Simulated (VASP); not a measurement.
Calculation: PBEsol GGA, VASP's PBE PAW potentials (set 64) (plane waves; VASP 6.6.1). Each cell was relaxed at this level, without spin-orbit coupling.

**Question.** Which of these comes out without a gap?
A. RuS2, Pa-3 (205)
B. KCl, Fm-3m (225)
C. HgTe, F-43m (216)
D. BP, F-43m (216)

**Answer.** C, HgTe, F-43m (216). The others have gaps of 5.09 eV (KCl, Fm-3m (225)), 0.50 eV (RuS2, Pa-3 (205)), 1.11 eV (BP, F-43m (216)).
